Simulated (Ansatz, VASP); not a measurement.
# Zn (Zinc): VASP beside Ansatz, part 2 of 2

One calculation is typed for both programs; each brings its own data sets. How far apart do they land? The cell is taken from a series of runs on this material, whose earlier steps may have relaxed, scaled, displaced or heated it; both programs get it as it stands.

VASP 6.6.1 and Ansatz 0.2.0.

So far: Set-up; VASP: relaxation of cell and atoms, PBEsol; Ansatz: relaxation of cell and atoms, PBEsol; Comparison.

## (5) VASP: zone-centre phonons, PBEsol

Level of this step: PBEsol; plane waves and PAW (Zn) (VASP).

Second derivatives magnify differences that forces hide, and they need a tight electronic threshold.

INCAR

```
SYSTEM = Zn
PREC = Accurate
ENCUT = 500
EDIFF = 1E-08
NELM = 120
ISMEAR = 1
SIGMA = 0.2
LREAL = .FALSE.
ALGO = Normal
GGA = PS
NBANDS = 18
LORBIT = 11
LWAVE = .FALSE.
LCHARG = .FALSE.
ISIF = 2
IBRION = 8
LASPH = .TRUE.
GGA_COMPAT = .FALSE.
KPAR = 2
```

POSCAR

```
Zn
1.0
    2.5958668056      0.0000000000      0.0000000000
   -1.2979334028      2.2480865985      0.0000000000
    0.0000000000      0.0000000000      4.8795811176
Zn
2
Direct
    0.3333333333      0.6666666667      0.2500000000
    0.6666666667      0.3333333333      0.7500000000
```

KPOINTS

```
Automatic mesh
0
Gamma
24 24 10
0 0 0
```

PAW data sets: Zn (PBE family, release 64).

Started as:

```sh
> mpirun -np 2 vasp_std
```

Numbers of over 12 decimals in the logs are rounded to 6 here.

Log:

```text
[banner, memory and clock lines left out]
running    2 mpi-ranks, on    1 nodes
[...]
[... a notice as in an earlier step ...]

 LDA part: xc-table for (Slater+PW92), standard interpolation
 POSCAR, INCAR and KPOINTS ok, starting setup
[...]
entering main loop
       N       E                     dE             d eps       ncg     rms          rms(c)
DAV:   1     0.104455236694E+03    0.10446E+03   -0.12282E+04 13688   0.210E+03
DAV:   2     0.537033501278E+00   -0.10392E+03   -0.10116E+03 13280   0.293E+02
DAV:   3    -0.348513250248E+01   -0.40222E+01   -0.40076E+01 14876   0.662E+01
DAV:   4    -0.350529270506E+01   -0.20160E-01   -0.20155E-01 14492   0.473E+00
[...]
DAV:  12    -0.317103830711E+01    0.27938E-06   -0.13579E-08 11126   0.197E-03    0.544E-04
DAV:  13    -0.317103831872E+01   -0.11619E-07   -0.10895E-08  7240   0.200E-03    0.589E-05
DAV:  14    -0.317103831846E+01    0.26148E-09   -0.18883E-09  7042   0.374E-04
   1 F= -.31710383E+01 E0= -.31712202E+01  d E =0.545554E-03
[...]
RMM:   9    -0.199074947586E+00    0.12756E-06   -0.56903E-10115399   0.496E-05    0.159E-06
RMM:  10    -0.199074974625E+00   -0.27040E-07   -0.20594E-09 95174   0.343E-05    0.326E-07
RMM:  11    -0.199074979443E+00   -0.48176E-08   -0.86464E-10 68034   0.305E-05    0.151E-07
 first order change of Fermi-energy  -0.96567E-05
 force on displaced ion       1 direction 1 :  -0.688   0.000   0.000
 Linear response progress:
  Degree of freedom:   2/  2
       N       E                     dE             d eps       ncg     rms          rms(c)
RMM:   1    -0.225032339973E+00   -0.22503E+00   -0.81882E-03 28077   0.202E+00
RMM:   2    -0.222067324441E+00    0.29650E-02   -0.10076E-03 28164   0.506E-01    0.502E-02
RMM:   3    -0.222052732930E+00    0.14592E-04   -0.11584E-04 35704   0.737E-02    0.292E-02
RMM:   4    -0.221949496121E+00    0.10324E-03   -0.41420E-05 35730   0.337E-02    0.398E-03
[...]
RMM:   9    -0.221939248745E+00    0.78209E-06   -0.14040E-07 36980   0.845E-05    0.470E-06
RMM:  10    -0.221939298421E+00   -0.49676E-07   -0.60202E-08 36836   0.412E-05    0.127E-06
RMM:  11    -0.221939293186E+00    0.52344E-08   -0.28779E-08 27083   0.317E-05    0.430E-07
 first order change of Fermi-energy   0.66119E-05
 force on displaced ion       1 direction 3 :  -0.000   0.000  -2.733
 Linear response finished
```

OUTCAR, selected parts (step 5):

```text
  Total        0.1032581      0.1032581      0.0472621      0.0000000     -0.0000000      0.0000000
  in kB        5.8097412      5.8097412      2.6591691      0.0000000     -0.0000000      0.0000000
  external PRESSURE =       4.7595505 kB  Pullay stress =       0.0000000 kB

 POSITION                                       TOTAL-FORCE (eV/Angst)
 -----------------------------------------------------------------------------------
     -0.00000      1.49872      1.21990         0.000000     -0.000000      0.000000
      1.29793      0.74936      3.65969        -0.000000      0.000000      0.000000
 -----------------------------------------------------------------------------------
    total drift:                               -0.000000      0.000000     -0.000000

[... 1 part as in an earlier step ...]

[... 1 further part left out ...]
```

## (6) Ansatz: zone-centre phonons, PBEsol

The same cell, functional, mesh and smearing now go to Ansatz, which takes its cutoff from its data sets.

The cell is taken from a series of runs on this material, whose earlier steps may have relaxed, scaled, displaced or heated it; both programs get it as it stands.

input.yaml

```yaml
crystal:
  lattice:
    - [2.5958668056, 0.0, 0.0]
    - [-1.2979334028, 2.2480865985, 0.0]
    - [0.0, 0.0, 4.8795811176]
  atoms:
    - { symbol: Zn, position: [0.3333333333, 0.6666666667, 0.25] }
    - { symbol: Zn, position: [0.6666666667, 0.3333333333, 0.75] }
kpoints:
  mp_grid: { grid: [24, 24, 10] }
hamiltonian:
  xc: pbesol
  pseudopotentials: { kind: paw, azcp: { folder: soft_1 }, xc_functional: pbe }
scf:
  occupations: { method: methfessel_paxton, width: 0.2 }
output:
  eigenvalues: true
phonons:
  method: dfpt
```

Started as:

```sh
> ansatz run input.yaml --threads 8 --pin off --max-ram 15360MiB --backend cpu --events-out ev --progress --plain --runs-dir out
```

Log:

```text
zone centre: on kpoints.mp_grid the ground state, and the responses unless they are solved on pairs of k-points, stand on 942 of the mesh's 5760 k-points, reduced under 4 symmetry operations, with k and −k counted as one. Each operation leaves every solved displacement unchanged or reverses it
[...]
Crystal: 2 atoms, lattice volume = 28.476 Å³
[...]
k mesh reduced under 4 symmetry operations, with k and −k counted as one. Each operation leaves every solved displacement unchanged or reverses it
  ASR residual: 1.618e-5 → 0.000e0 eV/Å²; symmetrization residual: 2.631e-13 eV/Å²
  ASR residual per site (eV/Å²): 1.62e-5 1.62e-5
  Γ frequencies (cm⁻¹): 0.00 0.00 0.00 74.03 74.03 147.39
  non-analytic LO–TO correction: not included (Born effective charges unavailable; polar crystals: no LO–TO splitting at Γ)
[key lines of the parts left out:]
SCF converged after 8 iterations
Free energy (F): -6561.815518 eV
Fermi energy:    11.764631 eV
```

## (7) Side by side

Compared:

```csv
quantity,Ansatz,VASP,difference
optical mode 1 to 2 (cm⁻¹),74.0,75.7,-2.15 %
optical mode 3 (cm⁻¹),147.4,150.8,-2.25 %
```

Modes are paired by rising frequency, not by their patterns, so a pair may set unlike modes beside each other; they are those without the splitting of longitudinal modes.

## (8) Outcome

```json
{
 "difference in volume (relaxation of cell and atoms, PBEsol)": "-0.50 %",
 "r.m.s. difference of the optical zone-centre modes, each program's sorted by frequency (zone-centre phonons, PBEsol)": "2.4 cm⁻¹",
 "difference in optical mode 3 (zone-centre phonons, PBEsol)": "-2.2 %"
}
```

In words: The difference in volume is -0.50 % (relaxation of cell and atoms, PBEsol), within the 1.2 % picked in this series as the mark of a large difference, as far as the stopping tolerances let one tell. Among the rows given in per cent, the largest difference of the zone-centre phonons, PBEsol pair is in optical mode 3, -2.2 %. Such differences can come from data sets, numerical settings and the points named under the comparisons, not from the functional's error against experiment.

[Lines on the potential files, build, host, timing and source positions are cut from VASP's logs without a mark.]

[Logs are printed without paths, hosts, clocks, repeated set-up lines and the standing remarks that a program may print on its own settings, such as how far it seeks lower states.]

[Hosts, paths, dates, database ids (printed as entryN), source tags and the programs' standing remarks are cut or masked in the printed files.]
